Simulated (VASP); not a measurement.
```xyz
2
Lattice="1.7927 -3.1051 0.0000 1.7927 3.1051 0.0000 0.0000 0.0000 5.4707" Properties=species:S:1:pos:R:3 pbc="T T T"
Gd     1.7927     1.0350     1.3677
Gd     1.7927    -1.0350     4.1030
```

The numbers are results of r2SCAN meta-GGA, VASP's PBE PAW potentials (set 64) (plane waves; VASP 6.6.1), not measurements. Run with 480 eV cut-off, 10×10×6 Γ-centred mesh, first-order Methfessel-Paxton smearing of 0.10 eV, potentials Gd_3.

The 4f electrons are frozen in the core of the lanthanide potential, so 4f levels, which can set the real gap, and their magnetism are missing.

### Question
Give the stress tensor in GPa (positive for a compressed cell).

### Answer

```
3.79  0.00  0.00
0.00  3.79  0.00
0.00  0.00  4.32
```
The pressure is its mean diagonal, 3.97 GPa.

The compound is Gd in the hcp structure. This cell was strained or had an atom moved on purpose.
